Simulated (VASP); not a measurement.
Input:

```xyz
5
Lattice="2.8007 1.6170 2.2900 -2.8007 1.6170 2.2900 0.0000 -3.2340 2.2900" Properties=species:S:1:pos:R:3 pbc="T T T"
Ba     0.0000     0.0000     6.8612
Ti     0.0000     0.0000     3.4904
O     -1.3870     0.8008     4.4983
O      0.0000    -1.6015     4.4983
O      1.3870     0.8008     4.4983
```

All values below come from LDA (Ceperley-Alder, Perdew-Zunger), VASP's LDA PAW potentials (set 64) (plane waves; VASP 6.6.1). Run with 520 eV cut-off, 7×7×7 Γ-centred mesh, Gaussian smearing of 0.010 eV, potentials Ba_sv Ti_sv O.

Question: The job: BaTiO3 (space group R3m), 5 atoms, LDA, optics run with many empty bands, 520 eV, 7×7×7 Γ-centred mesh. Roughly how much core time does it take on a busy server core?

Answer: About 3 core-minutes (one run on a shared machine, a rough figure). It had 44 irreducible k-points, 72 bands, up to 1743 plane waves and 16 electronic steps.

The structure comes from a computed database's BaTiO3 entry (R3m); how it stands against other phases isn't given here. It was relaxed first, which changed the volume by -5 %.
